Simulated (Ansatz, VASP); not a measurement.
# Cross-check of BN between VASP and Ansatz

Aim: how closely do two programs agree when they are given the same cell, functional and k mesh? The cell is taken from a series of runs on this material, whose earlier steps may have relaxed, scaled, displaced or heated it; both programs get it as it stands.

Main program and level: Ansatz 0.2.0; plane waves, with VASP 6.6.1 beside it; zone-centre phonons at LDA.

**1. Set-up**

It takes space group P6_3/mmc (No. 194, hexagonal). The conventional cell has a = 2.489 Å, b = 2.489 Å, c = 6.493 Å, α = 90.00°, β = 90.00°, γ = 120.00°. B has 3 N at 1.44 Å nearest. Nearest to N lie 3 B at 1.44 Å. Farther neighbours and most contacts between anions are not listed.

As a file:

```cif
data_structure
_symmetry_space_group_name_H-M 'P6_3/mmc'
_symmetry_Int_Tables_number 194
_cell_length_a 2.4892
_cell_length_b 2.4892
_cell_length_c 6.4930
_cell_angle_alpha 90.000
_cell_angle_beta 90.000
_cell_angle_gamma 120.000
_cell_volume 34.84
loop_
_atom_site_label
_atom_site_type_symbol
_atom_site_symmetry_multiplicity
_atom_site_Wyckoff_symbol
_atom_site_fract_x
_atom_site_fract_y
_atom_site_fract_z
_atom_site_occupancy
B1 B 2 c 0.33333 0.66667 0.25000 1
N1 N 2 d 0.33333 0.66667 0.75000 1
```

**2. VASP: zone-centre phonons, LDA**

Second derivatives magnify differences that forces hide, and they need a tight electronic threshold.

Lines of VASP's logs that name or quote its potential files are left out, and so is its time.

File INCAR:

```
SYSTEM = BN
PREC = Accurate
ENCUT = 600
EDIFF = 1E-08
NELM = 120
ISMEAR = 0
SIGMA = 0.01
LREAL = .FALSE.
ALGO = Normal
GGA = CA
NBANDS = 14
LORBIT = 11
LWAVE = .FALSE.
LCHARG = .FALSE.
ISIF = 2
IBRION = 8
LEPSILON = .TRUE.
LASPH = .TRUE.
GGA_COMPAT = .FALSE.
EFERMI = MIDGAP
KPAR = 2
```

File POSCAR:

```
BN
1.0
    2.4891605007      0.0000000000      0.0000000000
   -1.2445802503      2.1556762277      0.0000000000
    0.0000000000      0.0000000000      6.4929987907
B N
2 2
Direct
    0.3333333333      0.6666666667      0.2500000000
    0.6666666667      0.3333333333      0.7500000000
    0.3333333333      0.6666666667      0.7500000000
    0.6666666667      0.3333333333      0.2500000000
```

File KPOINTS:

```
Automatic mesh
0
Gamma
9 9 4
0 0 0
```

Potentials, in the order of the species: B and N (LDA family, release 64).

On the command line:

```bash
$ mpirun -np 2 vasp_std
```

The program printed:

```text
[banner, memory and clock lines left out]
running    2 mpi-ranks, on    1 nodes
 distrk:  each k-point on    1 cores,    2 groups
 distr:  one band on    1 cores,    1 groups

 POSCAR found type information on POSCAR B N
 POSCAR found :  2 types and       4 ions
 LDA part: xc-table for (Slater(with rela. corr.)+CA(PZ))
 , standard interpolation
 POSCAR, INCAR and KPOINTS ok, starting setup
 FFT: planning ... GRIDC
 FFT: planning ... GRID_SOFT
 FFT: planning ... GRID
 WAVECAR not read
 entering main loop
       N       E                     dE             d eps       ncg     rms          rms(c)
DAV:   1     0.532418582792E+02    0.53242E+02   -0.88831E+03  1008   0.119E+03
DAV:   2    -0.390839719768E+02   -0.92326E+02   -0.84056E+02  1348   0.240E+02
DAV:   3    -0.426236304680E+02   -0.35397E+01   -0.35157E+01  1350   0.466E+01
DAV:   4    -0.426488909897E+02   -0.25261E-01   -0.25251E-01  1188   0.452E+00
DAV:   5    -0.426491764687E+02   -0.28548E-03   -0.28541E-03  1350   0.446E-01    0.112E+01
DAV:   6    -0.390765943008E+02    0.35726E+01   -0.70440E+00  1152   0.208E+01    0.487E+00
DAV:   7    -0.387066816005E+02    0.36991E+00   -0.47926E-01  1278   0.538E+00    0.296E+00
DAV:   8    -0.385896593676E+02    0.11702E+00   -0.30619E-01  1212   0.391E+00    0.427E-01
DAV:   9    -0.385853049812E+02    0.43544E-02   -0.15379E-02  1158   0.992E-01    0.182E-01
DAV:  10    -0.385852810720E+02    0.23909E-04   -0.70590E-04  1248   0.215E-01    0.248E-02
DAV:  11    -0.385852941541E+02   -0.13082E-04   -0.30483E-05  1182   0.480E-02    0.183E-02
DAV:  12    -0.385852935734E+02    0.58066E-06   -0.71893E-06  1158   0.209E-02    0.118E-03
DAV:  13    -0.385852935631E+02    0.10278E-07   -0.34962E-07  1236   0.444E-03    0.492E-04
DAV:  14    -0.385852935684E+02   -0.52707E-08   -0.31201E-09   900   0.492E-04
   1 F= -.38585294E+02 E0= -.38585294E+02  d E =0.000000E+00
 Linear response reoptimize wavefunctions to high precision
DAV:   1    -0.385852935685E+02   -0.52751E-10   -0.50258E-10   834   0.198E-04
 Linear response G [H, r] |phi>, progress :
  Direction:   1
       N       E                     dE             d eps       ncg     rms
RMM:   1    -0.578022660953E+02   -0.57802E+02    0.46983E+01  2125   0.678E+01
RMM:   2    -0.573894349717E+02    0.41283E+00   -0.25282E+00  1674   0.132E+01
RMM:   3    -0.574101867419E+02   -0.20752E-01   -0.22000E-02  1839   0.110E+00
RMM:   4    -0.574108389514E+02   -0.65221E-03   -0.26266E-04  1876   0.132E-01
RMM:   5    -0.574108541685E+02   -0.15217E-04   -0.78352E-06  1868   0.194E-02
RMM:   6    -0.574108548981E+02   -0.72952E-06   -0.76302E-07  1859   0.317E-03
RMM:   7    -0.574108549164E+02   -0.18309E-07   -0.62502E-07  1713   0.928E-04
RMM:   8    -0.574108549229E+02   -0.65300E-08   -0.67205E-07  1345   0.580E-04
RMM:   9    -0.574108549223E+02    0.63162E-09   -0.71243E-07  1231   0.539E-04
RMM:  10    -0.574108549193E+02    0.29682E-08   -0.78847E-07  1122   0.535E-04
RMM:  11    -0.574108549182E+02    0.11466E-08    0.15732E-07  1082   0.536E-04
 Linear response G [H, r] |phi>, progress :
  Direction:   2
       N       E                     dE             d eps       ncg     rms
RMM:   1    -0.614333787655E+02   -0.61433E+02   -0.19756E+01  2038   0.643E+01
RMM:   2    -0.608862844663E+02    0.54709E+00   -0.17687E+00  1691   0.110E+01
RMM:   3    -0.609022188156E+02   -0.15934E-01   -0.17806E-02  1793   0.901E-01
RMM:   4    -0.609025735998E+02   -0.35478E-03   -0.20785E-04  1848   0.105E-01
RMM:   5    -0.609025803357E+02   -0.67358E-05   -0.60430E-06  1860   0.146E-02
RMM:   6    -0.609025805868E+02   -0.25112E-06   -0.15117E-07  1842   0.231E-03
RMM:   7    -0.609025805935E+02   -0.67002E-08   -0.62902E-08  1650   0.754E-04
 Linear response G [H, r] |phi>, progress :
  Direction:   3
       N       E                     dE             d eps       ncg     rms
RMM:   1    -0.562210072721E+02   -0.56221E+02    0.10464E+02  1873   0.778E+01
RMM:   2    -0.586699358360E+02   -0.24489E+01   -0.18660E+00  1581   0.954E+00
RMM:   3    -0.586955961486E+02   -0.25660E-01   -0.38287E-02  1703   0.116E+00
RMM:   4    -0.586959942992E+02   -0.39815E-03   -0.58053E-04  1747   0.138E-01
RMM:   5    -0.586960036475E+02   -0.93484E-05   -0.13351E-05  1716   0.203E-02
RMM:   6    -0.586960038445E+02   -0.19700E-06   -0.56149E-07  1656   0.336E-03
RMM:   7    -0.586960038498E+02   -0.52325E-08   -0.24123E-07  1441   0.808E-04
RMM:   8    -0.586960038500E+02   -0.20957E-09   -0.30146E-07  1313   0.399E-04
RMM:   9    -0.586960038517E+02   -0.17087E-08   -0.18373E-07  1080   0.337E-04
RMM:  10    -0.586960038532E+02   -0.14995E-08   -0.20060E-07  1007   0.335E-04
RMM:  11    -0.586960038517E+02    0.15121E-08   -0.22674E-07   962   0.334E-04
RMM:  12    -0.586960038526E+02   -0.94577E-09   -0.12012E-06   864   0.332E-04
 Linear response to external field (no local field effect), progress :
  Direction:   1
[...]
Direction:   3
       N       E                     dE             d eps       ncg     rms          rms(c)
RMM:   1    -0.210553065786E+00   -0.21055E+00   -0.54995E-01  1928   0.236E+00
RMM:   2    -0.213807110023E+00   -0.32540E-02   -0.28072E-03  1633   0.339E-01
RMM:   3    -0.213830594577E+00   -0.23485E-04   -0.25055E-05  1686   0.233E-02
RMM:   4    -0.213830898169E+00   -0.30359E-06   -0.27475E-07  1643   0.249E-03
[...]
RMM:   3    -0.188695606303E+00    0.25111E-01   -0.19320E-02  1481   0.837E-01    0.338E-01
RMM:   4    -0.189368254271E+00   -0.67265E-03   -0.18056E-02  1602   0.782E-01    0.960E-02
RMM:   5    -0.192194724669E+00   -0.28265E-02   -0.41005E-04  1635   0.124E-01    0.883E-03
RMM:   6    -0.192324040992E+00   -0.12932E-03   -0.17932E-05  1711   0.191E-02    0.429E-03
RMM:   7    -0.192408892636E+00   -0.84852E-04   -0.70929E-07  1667   0.453E-03    0.106E-03
RMM:   8    -0.192418701518E+00   -0.98089E-05   -0.94498E-08  1677   0.163E-03    0.301E-04
RMM:   9    -0.192416154330E+00    0.25472E-05   -0.59557E-09  1667   0.453E-04    0.190E-05
RMM:  10    -0.192416324351E+00   -0.17002E-06   -0.24225E-10  1156   0.621E-05    0.915E-06
 change of polarisation eV/A/(eV/A) component  3 :    -0.027    -0.034     0.358
 dielectric tensor                  component  3 :    -0.141    -0.174     2.858
 Linear response DOF=           4
 Linear response progress:
  Degree of freedom:   1/  4
       N       E                     dE             d eps       ncg     rms          rms(c)
RMM:   1    -0.558409722008E-01   -0.55841E-01   -0.66442E-02  7925   0.157E+00
RMM:   2    -0.422540146779E-01    0.13587E-01   -0.19934E-03  5594   0.326E-01    0.221E-01
RMM:   3    -0.418254343516E-01    0.42858E-03    0.48358E-04  5604   0.139E-01    0.120E-01
RMM:   4    -0.421598143458E-01   -0.33438E-03    0.35705E-04  5445   0.143E-01    0.137E-02
RMM:   5    -0.422412097928E-01   -0.81395E-04   -0.26714E-05  5929   0.175E-02    0.144E-03
RMM:   6    -0.422397615676E-01    0.14482E-05   -0.21935E-06  6039   0.157E-03    0.710E-04
RMM:   7    -0.422350548149E-01    0.47068E-05   -0.40495E-06  5850   0.924E-04    0.841E-05
RMM:   8    -0.422354871690E-01   -0.43235E-06   -0.44168E-07  6152   0.170E-04    0.354E-05
RMM:   9    -0.422354326932E-01    0.54476E-07   -0.26538E-07  6227   0.411E-05    0.695E-06
RMM:  10    -0.422354470852E-01   -0.14392E-07   -0.14683E-07  6190   0.196E-05    0.123E-06
RMM:  11    -0.422354372425E-01    0.98427E-08   -0.11093E-07  5403   0.108E-05    0.248E-07
RMM:  12    -0.422354377258E-01   -0.48337E-09   -0.12541E-07  3806   0.922E-06    0.125E-07
RMM:  13    -0.422354371097E-01    0.61618E-09   -0.84050E-08  3288   0.905E-06    0.696E-08
 first order change of Fermi-energy   0.23012E-04
 force on displaced ion       1 direction 1 : -42.873   0.008   0.000
 Born effective charge ion    1 direction 1 :   2.703   0.000   0.000
 Linear response progress:
  Degree of freedom:   2/  4
       N       E                     dE             d eps       ncg     rms          rms(c)
RMM:   1    -0.475029218259E-01   -0.47503E-01    0.43338E-02  2451   0.128E+00
RMM:   2    -0.477598671623E-01   -0.25695E-03   -0.62866E-04  1901   0.166E-01    0.146E-01
RMM:   3    -0.475217785725E-01    0.23809E-03   -0.21334E-04  1864   0.496E-02    0.865E-02
RMM:   4    -0.474709344040E-01    0.50844E-04   -0.35220E-04  1892   0.514E-02    0.767E-03
RMM:   5    -0.473891495395E-01    0.81785E-04   -0.77570E-05  1996   0.131E-02    0.164E-03
RMM:   6    -0.473723903268E-01    0.16759E-04   -0.28624E-06  2101   0.217E-03    0.572E-04
RMM:   7    -0.473702340361E-01    0.21563E-05    0.13266E-06  2114   0.558E-04    0.162E-04
RMM:   8    -0.473704606489E-01   -0.22661E-06   -0.10085E-06  2104   0.199E-04    0.344E-05
RMM:   9    -0.473705469735E-01   -0.86325E-07    0.13377E-07  2119   0.557E-05    0.108E-05
RMM:  10    -0.473705509731E-01   -0.39996E-08    0.86840E-08  2197   0.254E-05    0.210E-06
 first order change of Fermi-energy   0.22265E-03
 force on displaced ion       1 direction 3 :   0.000  -0.000 -13.760
 Born effective charge ion    1 direction 3 :  -0.000  -0.000   0.808
 Linear response progress:
  Degree of freedom:   3/  4
       N       E                     dE             d eps       ncg     rms          rms(c)
RMM:   1    -0.238918261518E+00   -0.23892E+00    0.12918E-01  6568   0.335E+00
RMM:   2    -0.229742198442E+00    0.91761E-02   -0.35359E-03  5619   0.486E-01    0.283E-01
RMM:   3    -0.230558566710E+00   -0.81637E-03   -0.10891E-03  5310   0.222E-01    0.151E-01
RMM:   4    -0.232920735908E+00   -0.23622E-02   -0.10431E-03  5025   0.214E-01    0.254E-02
RMM:   5    -0.232934033639E+00   -0.13298E-04   -0.17440E-05  6167   0.354E-02    0.170E-03
RMM:   6    -0.232941605369E+00   -0.75717E-05    0.13021E-06  6209   0.305E-03    0.963E-04
RMM:   7    -0.232936010626E+00    0.55947E-05    0.49121E-06  6151   0.712E-04    0.128E-04
RMM:   8    -0.232938638015E+00   -0.26274E-05   -0.21571E-07  5902   0.242E-04    0.236E-05
RMM:   9    -0.232938800025E+00   -0.16201E-06    0.46990E-07  6385   0.766E-05    0.368E-06
RMM:  10    -0.232938741670E+00    0.58355E-07   -0.13966E-07  6226   0.369E-05    0.111E-06
RMM:  11    -0.232938739760E+00    0.19104E-08   -0.24381E-07  5305   0.307E-05    0.333E-07
RMM:  12    -0.232938739892E+00   -0.13287E-09   -0.84063E-08  4251   0.297E-05    0.865E-08
 first order change of Fermi-energy   0.17308E-03
 force on displaced ion       3 direction 1 : -42.946   0.004   0.000
 Born effective charge ion    3 direction 1 :  -2.704   0.001   0.000
 Linear response progress:
  Degree of freedom:   4/  4
       N       E                     dE             d eps       ncg     rms          rms(c)
RMM:   1    -0.263561856099E+00   -0.26356E+00    0.15346E-01  2179   0.297E+00
RMM:   2    -0.263910799905E+00   -0.34894E-03   -0.12707E-03  1878   0.260E-01    0.196E-01
RMM:   3    -0.264063160433E+00   -0.15236E-03   -0.15668E-03  1791   0.227E-01    0.869E-02
RMM:   4    -0.265075271806E+00   -0.10121E-02   -0.69520E-04  1831   0.151E-01    0.145E-02
RMM:   5    -0.265097103851E+00   -0.21832E-04   -0.18422E-05  2033   0.245E-02    0.311E-03
RMM:   6    -0.265128816477E+00   -0.31713E-04   -0.15869E-07  2059   0.518E-03    0.106E-03
RMM:   7    -0.265111386986E+00    0.17429E-04   -0.21364E-07  1885   0.203E-03    0.129E-04
RMM:   8    -0.265111127343E+00    0.25964E-06   -0.12823E-08  2166   0.311E-04    0.204E-05
RMM:   9    -0.265111461189E+00   -0.33385E-06    0.37955E-08  2029   0.501E-05    0.954E-06
RMM:  10    -0.265111544648E+00   -0.83459E-07   -0.21111E-08  2187   0.257E-05    0.899E-07
RMM:  11    -0.265111542630E+00    0.20182E-08   -0.17414E-08  1580   0.160E-05    0.404E-07
 first order change of Fermi-energy   0.16753E-04
 force on displaced ion       3 direction 3 :  -0.000   0.000 -13.956
 Born effective charge ion    3 direction 3 :   0.000   0.000  -0.808
 Born effective charges drift removed
 Linear response finished
```

(Continued in part 2 of 3.)

[Lines on the potential files, build, host, timing and source positions are cut from VASP's logs without a mark.]

[Logs are printed without paths, hosts, clocks, repeated set-up lines and the standing remarks that a program may print on its own settings, such as how far it seeks lower states.]

[Hosts, paths, dates, database ids (printed as entryN), source tags and the programs' standing remarks are cut or masked in the printed files.]
